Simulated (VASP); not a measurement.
Output of a VASP run:

OSZICAR:
```
       N       E                     dE             d eps       ncg     rms          rms(c)
DAV:   1    -0.525870394118E+03   -0.52587E+03   -0.22757E+01   367   0.124E+01    0.980E+00
DAV:   2    -0.526036005586E+03   -0.16561E+00   -0.69996E-01   444   0.141E+00    0.675E+00
DAV:   3    -0.525988721671E+03    0.47284E-01   -0.17165E-02   412   0.339E-01    0.393E+00
DAV:   4    -0.525968771108E+03    0.19951E-01   -0.14587E-02   404   0.217E-01    0.223E+00
DAV:   5    -0.525962874557E+03    0.58966E-02   -0.38879E-03   412   0.114E-01    0.123E+00
DAV:   6    -0.525960725850E+03    0.21487E-02   -0.82447E-04   412   0.666E-02    0.685E-01
DAV:   7    -0.525959996825E+03    0.72902E-03   -0.32919E-04   412   0.453E-02    0.379E-01
DAV:   8    -0.525959762350E+03    0.23448E-03   -0.10221E-04   412   0.252E-02    0.210E-01
DAV:   9    -0.525959689259E+03    0.73091E-04   -0.34901E-05   324   0.139E-02    0.116E-01
DAV:  10    -0.525959669354E+03    0.19905E-04   -0.13710E-05   220   0.883E-03    0.634E-02
DAV:  11    -0.525959665667E+03    0.36866E-05   -0.59782E-06   220   0.478E-03
   1 F= -.52595967E+03 E0= -.52595967E+03  d E =-.184889E-10
```

File OUTCAR:
```
------------------------ aborting loop because EDIFF is reached ----------------------------------------
  volume of cell :      866.68
      direct lattice vectors                 reciprocal lattice vectors
     4.868317893 -8.432173817  0.000000000     0.102704879 -0.059296690  0.000000000
     4.868317893  8.432173817  0.000000000     0.102704879  0.059296690  0.000000000
     0.000000000  0.000000000 10.556283981     0.000000000  0.000000000  0.094730305
  FREE ENERGIE OF THE ION-ELECTRON SYSTEM (eV)
  ---------------------------------------------------
  free  energy   TOTEN  =      -525.9596656670 eV

  energy  without entropy=     -525.9596656670  energy(sigma->0) =     -525.95966567

  exchange ACFDT corr.  =         0.00000000  see jH, gK, PRB 81, 115126
```
(Selected blocks of OUTCAR.)

POSCAR:
```
Ga35InN36
1
    4.8683178927    -8.4321738171     0.0000000000
    4.8683178927     8.4321738171     0.0000000000
    0.0000000000     0.0000000000    10.5562839806
Ga N In
35 36 1
Direct
  0.2218933186   0.1106685710   0.2500215081
  0.1101545618   0.2205377110   0.9998159294
  0.2218426280   0.1105866414   0.7494951416
  0.1078933171   0.2195304794   0.4999447157
  0.2187139185   0.4426046466   0.2465145672
  0.1101082140   0.5560534101   0.9999139854
  0.2194974619   0.4428964948   0.7546664322
  0.1079219013   0.5545871578   0.4999294093
  0.2220723965   0.7777747324   0.2500927757
  0.1109047842   0.8886131426   0.9996375652
  0.2219454442   0.7774691171   0.7494565308
  0.1108107740   0.8885825464   0.4995756197
  0.5552666941   0.1108674012   0.2501155566
  0.4435786114   0.2204228409   0.9997844228
  0.5555148872   0.1108888605   0.7495980817
  0.4447231996   0.2196367563   0.4999354617
  0.5568779808   0.4425060605   0.2464213454
  0.4443678313   0.5554877497   0.0007730582
  0.5563369631   0.4428718161   0.7546313352
  0.5570029567   0.7807552780   0.2464504452
  0.4436682615   0.8896397506   0.9997972205
  0.5565633857   0.7799286388   0.7545039379
  0.4448076072   0.8915893635   0.4998481950
  0.8888109713   0.1109862311   0.2501220526
  0.7776981218   0.2221045937   0.9997666568
  0.8885033367   0.1108442245   0.7495767685
  0.7774989122   0.2219466621   0.4994654925
  0.8887813892   0.4444902118   0.2501312991
  0.7790559445   0.5560300950   0.9998348152
  0.8884582115   0.4439413335   0.7496543822
  0.7795727917   0.5545212656   0.4999136452
  0.8889110797   0.7777775565   0.2500515251
  0.7792069751   0.8896910673   0.9998570328
  0.8886872916   0.7774348786   0.7494522563
  0.7796863873   0.8914774840   0.4997836098
  0.2221087580   0.1111356483   0.4385983679
  0.1100902306   0.2201976595   0.1872486458
  0.2218667726   0.1105326628   0.9374974828
  0.1110620721   0.2223063621   0.6885615826
  0.2045482898   0.4354031782   0.4324246555
  0.1101242915   0.5564444435   0.1873306682
  0.2207865765   0.4436360718   0.9419920721
  0.1109730320   0.5549485072   0.6885591480
  0.2221334681   0.7773128259   0.4386646629
  0.1109205784   0.8886516675   0.1883193597
  0.2219548349   0.7777743367   0.9374825401
  0.1108510610   0.8885156629   0.6877334077
  0.5556200394   0.1110124138   0.4381416385
  0.4432165185   0.2201248152   0.1872337788
  0.5558156798   0.1111819380   0.9375593049
  0.4443422304   0.2222959001   0.6885820310
  0.5637837378   0.4354257268   0.4323715893
  0.4441736709   0.5552996700   0.1902844443
  0.5559550955   0.4435822773   0.9419794472
  0.4440807146   0.5552570317   0.7056998114
  0.5637968528   0.7946746180   0.4323610634
  0.4433502289   0.8895509253   0.1872370422
  0.5561207917   0.7789605522   0.9419245878
  0.4444303911   0.8883617990   0.6885122205
  0.8884198385   0.1109708446   0.4381599961
  0.7776364179   0.2221611576   0.1883264156
  0.8886236333   0.1111837929   0.9375154604
  0.7775318794   0.2219156797   0.6878306465
  0.8884172277   0.4438417934   0.4381554974
  0.7792917990   0.5563638441   0.1872747938
  0.8885475803   0.4439893959   0.9376008382
  0.7769139781   0.5549333288   0.6885678556
  0.8881775146   0.7772323345   0.4386268030
  0.7794453466   0.8896231657   0.1872692219
  0.8890401150   0.7777671250   0.9374808678
  0.7770888789   0.8883395727   0.6884519507
  0.4440513621   0.5551575008   0.5008613238
```

Question: Write an INCAR and KPOINTS that could have produced this output.

Answer: One answer among several that fit: the input of the run itself, HSE06 screened hybrid, plane waves, VASP's PBE PAW potentials (set 64).

INCAR:
```
! general
SYSTEM    =  Ga35InN36
PREC      =  Normal
ENCUT     =  400
LREAL     =  Auto
LASPH     =  .True.
ISYM      =  0

! electronic loop
EDIFF     =  1E-5
NELM      =  50
NELMIN    =  4
ALGO      =  Normal
LMAXMIX   =  4

! smearing
ISMEAR    =  0
SIGMA     =  0.05

! functional
GGA       =  PE
LHFCALC   =  .True.
AEXX      =  0.25
HFSCREEN  =  0.2
PRECFOCK  =  Fast

! ions
ISIF      =  0

! output
LWAVE     =  .False.
LCHARG    =  .False.
```

### KPOINTS
```
Regular mesh
0
gamma
 1 1 1
```

POTCAR, in this order: Ga N In (PBE.64 set). Program: vasp_gam. Read from the step before: WAVECAR.

The supercell is sampled at Γ alone, which is coarse: total energies, pressure and levels can be off, energies of defects by several tenths of an eV.

The cell is a supercell with a defect, built from GaN (wurtzite): In_Ga. The cell's shape comes from a PBE relaxation. The run is not spin-polarised, so no state with unpaired spins was tried.
